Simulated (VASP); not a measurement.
```
ZrO2
1.0
    0.00000     2.55920     2.55920
    2.55920     0.00000     2.55920
    2.55920     2.55920     0.00000
Zr O
1 2
Cartesian
  0.00000   0.00000   0.00000
  1.27960   1.27960   1.27960
  3.83880   3.83880   3.83880
```

All values below come from PBE GGA with spin-orbit coupling, VASP's PBE PAW potentials (set 64) (plane waves; VASP 6.6.1). Numerical set-up: 520 eV cut-off, 7×7×7 Γ-centred mesh, Gaussian smearing of 0.050 eV, potentials Zr_sv O.

**Question.** Predict the energy per atom (σ→0), band gap (over mesh and band path) with the smallest direct gap where there is one.

**Answer.** 
| Item | Result |
|---|---|
| band gap (over mesh and band path) | 3.30 eV |
| smallest direct gap (over mesh and band path) | 3.73 eV |
| energy per atom (σ→0) | -9.545 eV/atom |

The compound is ZrO2 in the fluorite structure, the high-temperature cubic form, which is unstable at 0 K; the monoclinic form is the stable one. It was relaxed first.
